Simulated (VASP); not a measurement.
Here is the system:

```yaml
crystal:
  lattice:
    - [0.00000, 2.70259, 2.70259]
    - [2.70259, 0.00000, 2.70259]
    - [2.70259, 2.70259, 0.00000]
  atoms:
    - { symbol: Zn, position: [0.00000, 0.00000, 0.00000] }
    - { symbol: S, position: [0.25000, 0.25000, 0.25000] }
```

These are optB86b-vdW, VASP's PBE PAW potentials (set 64) (plane waves; VASP) values and carry that method's errors. Settings: 520 eV cut-off, 8×8×8 Γ-centred mesh, Gaussian smearing of 0.050 eV, potentials Zn S.

Problem. What does the run give for the energy per atom (σ→0), band gap (on the k-mesh) with the smallest direct gap where there is one?

Solution. 
band gap (on the k-mesh): 2.05 eV
smallest direct gap (on the k-mesh): 2.05 eV
energy per atom (σ→0): -1.194 eV/atom

The absolute energy has meaning only against runs of the same code, potentials and settings.

The compound is ZnS in the zinc blende structure. It was relaxed first.
